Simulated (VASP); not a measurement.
The system is CS2.

```
S C
1.0
     3.64579   -2.99431    0.00000
     3.64579    2.99431    0.00000
     0.00000    0.00000    9.85126
S C
4 2
Direct
  0.18152 0.81848 0.88687
  0.31848 0.68152 0.38687
  0.68152 0.31848 0.61313
  0.81848 0.18152 0.11313
  0.50000 0.50000 0.50000
  0.00000 0.00000 0.00000
```

The cell comes from a database or a generator and needn't be the stable form of this composition.

| Item | Value |
| --- | --- |
| Program | VASP 6.6.1 |
| Task | single point |
| Functional | PBEsol |
| Potentials or basis | VASP PAW PBE potentials, release 64 (S, C) |
| Cutoff | 520 eV |
| k mesh | 6 × 6 × 3 |
| Occupations | fermi-dirac, width 0.05 eV |
| Spin | no spin polarisation |

On this cell: pressure -0.4 GPa; largest force 0.133 eV/Å; band gap on the k mesh 3.43 eV, direct.

The same run follows on a disturbed copy (atoms moved at random, drawn with an rms of 0.05 Å):

```
CELL_PARAMETERS angstrom
3.64579 -2.99431 0.00000
3.64579 2.99431 0.00000
0.00000 0.00000 9.85126
ATOMIC_POSITIONS crystal
S 0.17345 0.81816 0.88766
S 0.31863 0.68338 0.38635
S 0.67563 0.31544 0.61508
S 0.82849 0.16352 0.11192
C 0.49491 0.49930 0.50413
C 0.00994 0.98905 0.00088
```

What does the disturbed cell give?

The energy moves by +22.5 meV/atom; pressure 1.2 GPa; largest force 3.220 eV/Å; band gap on the k mesh 3.46 eV, direct.

Forces on the atoms (eV/Å):
```
S    0.030 -2.229 -2.324
S   -0.048 -0.841  1.019
S   -0.025 -0.202  0.309
S    0.060  1.049  1.227
C    0.073  1.042 -1.329
C   -0.090  1.180  1.097
```

Stress tensor (GPa, compression positive):
```
-0.22  0.01  0.05
 0.01  1.77  3.28
 0.05  3.28  2.09
```

Caveats: the PAW data sets were made with another functional, which shifts forces and pressure a little; an odd mesh through Γ misses points on the zone boundary, where band edges often lie.
